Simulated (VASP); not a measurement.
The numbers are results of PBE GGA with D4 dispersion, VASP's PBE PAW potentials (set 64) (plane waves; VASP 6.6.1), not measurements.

A VASP calculation is set up with these files.

### KPOINTS
```
Automatic mesh
0
Gamma
7 7 7
0 0 0
```

File POSCAR:
```
MnS
1
    5.0479157947     2.5179308445     2.5179308445
    2.5179308445     5.0479157947     2.5179308445
    2.5179308445     2.5179308445     5.0479157947
Mn S
2 2
Direct
  0.0000000000   0.0000000000   0.0000000000
  0.5000000000   0.5000000000   0.5000000000
  0.2500000000   0.2500000000   0.2500000000
  0.7500000000   0.7500000000   0.7500000000
```

INCAR:
```
! general
SYSTEM  = MnS
PREC    = Accurate
ENCUT   = 520
LREAL   = .FALSE.
LASPH   = .TRUE.

! electronic loop
EDIFF   = 1E-6
NELM    = 100
ALGO    = Normal
LMAXMIX = 4

! smearing
ISMEAR  = 0
SIGMA   = 0.05

! functional
GGA     = PE
IVDW    = 13

! spin
ISPIN   = 2
MAGMOM  = 5.0 -5.0 2*0.0

! ions
IBRION  = 2
NSW     = 60
ISIF    = 3
EDIFFG  = -0.02

! output
LWAVE   = .FALSE.
LCHARG  = .FALSE.
LORBIT  = 10
```

POTCAR, in this order: Mn_pv S (PBE.64 set). Program: vasp_std.

Output of the run:

File OUTCAR:
```
 ion  position               nearest neighbor table
   1  0.000  0.000  0.000-   4 2.53   4 2.53   4 2.53   3 2.53   3 2.53   3 2.53
   2  0.500  0.500  0.500-   3 2.53   3 2.53   3 2.53   4 2.53   4 2.53   4 2.53
   3  0.250  0.250  0.250-   1 2.53   1 2.53   1 2.53   2 2.53   2 2.53   2 2.53
   4  0.750  0.750  0.750-   2 2.53   2 2.53   2 2.53   1 2.53   1 2.53   1 2.53
  LATTYP: Found a trigonal (rhomboedric) cell.
 ALAT       =     6.1774918329
 COS(alpha) =     0.8322697031
 Subroutine PRICEL returns following result:
  LATTYP: Found a trigonal (rhomboedric) cell.
 ALAT       =     3.5694205777
 COS(alpha) =     0.4976106441
 Subroutine GETGRP returns: Found 12 space group operations
The static configuration has the point symmetry D_3d.
The dynamic configuration has the point symmetry D_3d.
The overall configuration has the point symmetry D_3d.
 Subroutine INISYM returns: Found 12 space group operations
 Subroutine IBZKPT returns following result:
 Found     44 irreducible k-points:

 Following reciprocal coordinates:
            Coordinates               Weight
  0.000000  0.000000  0.000000      1.000000
  0.142857  0.000000  0.000000      6.000000
  0.285714 -0.000000 -0.000000      6.000000
  0.428571 -0.000000 -0.000000      6.000000
  0.142857  0.142857  0.000000      6.000000
  0.285714  0.142857 -0.000000     12.000000
  0.428571  0.142857  0.000000     12.000000
 -0.428571  0.142857  0.000000     12.000000
 -0.285714  0.142857 -0.000000     12.000000
 -0.142857  0.142857  0.000000      6.000000
  0.285714  0.285714  0.000000      6.000000
  0.428571  0.285714 -0.000000     12.000000
 -0.428571  0.285714 -0.000000     12.000000
 -0.285714  0.285714  0.000000      6.000000
  0.428571  0.428571  0.000000      6.000000
 -0.428571  0.428571  0.000000      6.000000
  0.142857  0.142857  0.142857      2.000000
  0.285714  0.142857  0.142857      6.000000
  0.428571  0.142857  0.142857      6.000000
 -0.428571  0.142857  0.142857      6.000000
 -0.285714  0.142857  0.142857      6.000000
 -0.142857  0.142857  0.142857      6.000000
  0.285714  0.285714  0.142857      6.000000
  0.428571  0.285714  0.142857     12.000000
 -0.428571  0.285714  0.142857     12.000000
 -0.285714  0.285714  0.142857     12.000000
 -0.142857  0.285714  0.142857     12.000000
  0.428571  0.428571  0.142857      6.000000
 -0.428571  0.428571  0.142857     12.000000
 -0.285714  0.428571  0.142857     12.000000
 -0.142857  0.428571  0.142857     12.000000
 -0.428571 -0.428571  0.142857      6.000000
 -0.285714 -0.428571  0.142857     12.000000
 -0.285714 -0.285714  0.142857      6.000000
  0.285714  0.285714  0.285714      2.000000
  0.428571  0.285714  0.285714      6.000000
 -0.428571  0.285714  0.285714      6.000000
 -0.285714  0.285714  0.285714      6.000000
  0.428571  0.428571  0.285714      6.000000
 -0.428571  0.428571  0.285714     12.000000
   k-points           NKPTS =     44   k-points in BZ     NKDIM =     44   number of bands    NBANDS=     23
   number of dos      NEDOS =    301   number of ions     NIONS =      4
   total plane-waves  NPLWV = 110592
   dimension x,y,z NGX =    48 NGY =   48 NGZ =   48
   dimension x,y,z NGXF=    96 NGYF=   96 NGZF=   96
   ions per type =               2   2
   PREC   = accura    normal or accurate (medium, high low for compatibility)
   ISTART =      0    job   : 0-new  1-cont  2-samecut
   ICHARG =      2    charge: 1-file 2-atom 10-const
   ISPIN  =      2    spin polarized calculation?
   LNONCOLLINEAR =      F non collinear calculations
   LSORBIT =      F    spin-orbit coupling
   INIWAV =      1    electr: 0-lowe 1-rand  2-diag
...
```

File OSZICAR:
```
       N       E                     dE             d eps       ncg     rms          rms(c)
DAV:   1     0.388043456391E+03    0.38804E+03   -0.21586E+04  4256   0.182E+03
DAV:   2     0.567349069136E+01   -0.38237E+03   -0.37743E+03  4062   0.491E+02
DAV:   3    -0.293724291826E+02   -0.35046E+02   -0.34553E+02  5801   0.136E+02
DAV:   4    -0.304442395390E+02   -0.10718E+01   -0.10530E+01  4727   0.228E+01
DAV:   5    -0.304664968527E+02   -0.22257E-01   -0.22254E-01  5095   0.383E+00    0.181E+01
DAV:   6    -0.281680716060E+02    0.22984E+01   -0.21867E+01  5410   0.444E+01    0.144E+01
DAV:   7    -0.283793044568E+02   -0.21123E+00   -0.21910E+00  4751   0.157E+01    0.863E+00
DAV:   8    -0.284082395792E+02   -0.28935E-01   -0.30913E-01  5505   0.523E+00    0.389E+00
DAV:   9    -0.283974366946E+02    0.10803E-01   -0.61609E-02  5516   0.250E+00    0.407E-01
DAV:  10    -0.284011146405E+02   -0.36779E-02   -0.62231E-03  4895   0.652E-01    0.242E-01
DAV:  11    -0.284014874631E+02   -0.37282E-03   -0.50139E-04  4776   0.164E-01    0.144E-01
DAV:  12    -0.284015433151E+02   -0.55852E-04   -0.10402E-04  4888   0.595E-02    0.949E-02
DAV:  13    -0.284015670900E+02   -0.23775E-04   -0.42104E-05  4468   0.475E-02    0.223E-02
DAV:  14    -0.284015679071E+02   -0.81709E-06   -0.14041E-05  4906   0.240E-02    0.932E-03
DAV:  15    -0.284015691692E+02   -0.12621E-05   -0.11230E-06  2577   0.133E-02    0.278E-03
DAV:  16    -0.284015691953E+02   -0.26098E-07   -0.15318E-07  2570   0.303E-03
   1 F= -.30151640E+02 E0= -.30151640E+02  d E =-.301516E+02  mag=    -0.0000
```

OUTCAR:
```
------------------------ aborting loop because EDIFF is reached ----------------------------------------
  Edisp (eV):   -1.75007
  FORCE on cell =-STRESS in cart. coord.  units (eV):
  Direction    XX          YY          ZZ          XY          YZ          ZX
  --------------------------------------------------------------------------------------
  Total      -0.04025    -0.04025    -0.04025    -0.07699    -0.07699    -0.07699
  in kB      -0.99904    -0.99904    -0.99904    -1.91115    -1.91115    -1.91115
  external pressure =       -1.00 kB  Pullay stress =        0.00 kB
  volume of cell :       64.54
      direct lattice vectors                 reciprocal lattice vectors
     5.047915795  2.517930844  2.517930844     0.296562574 -0.098696694 -0.098696694
     2.517930844  5.047915795  2.517930844    -0.098696694  0.296562574 -0.098696694
     2.517930844  2.517930844  5.047915795    -0.098696694 -0.098696694  0.296562574
 POSITION                                       TOTAL-FORCE (eV/Angst)
 -----------------------------------------------------------------------------------
      0.00000      0.00000      0.00000        -0.000000     -0.000000     -0.000000
      5.04189      5.04189      5.04189         0.000000     -0.000000     -0.000000
      2.52094      2.52094      2.52094         0.000000      0.000000      0.000000
      7.56283      7.56283      7.56283        -0.000000      0.000000     -0.000000
 -----------------------------------------------------------------------------------
    total drift:                                0.000000     -0.000000     -0.000000
  FREE ENERGIE OF THE ION-ELECTRON SYSTEM (eV)
  ---------------------------------------------------
  free  energy   TOTEN  =       -30.1516397958 eV

  energy  without entropy=      -30.1516397958  energy(sigma->0) =      -30.15163980

 total charge

# of ion       s       p       d       tot
------------------------------------------
    1        0.226   6.187   4.989  11.402
    2        0.226   6.187   4.989  11.402
    3        1.325   2.435   0.000   3.761
    4        1.325   2.435   0.000   3.761
--------------------------------------------------
tot          3.103  17.245   9.977  30.326

 magnetization (x)

# of ion       s       p       d       tot
------------------------------------------
    1        0.016   0.015   4.052   4.082
    2       -0.016  -0.015  -4.052  -4.082
    3        0.000   0.000   0.000   0.000
    4        0.000   0.000   0.000   0.000
--------------------------------------------------
tot          0.000   0.000   0.000   0.000

 reached required accuracy - stopping structural energy minimisation
```
(Selected blocks of OUTCAR.)

The compound is MnS in the rock salt, AFM-II order structure. It was relaxed first, which changed the volume by -9 %. The start is the result of an earlier pass.
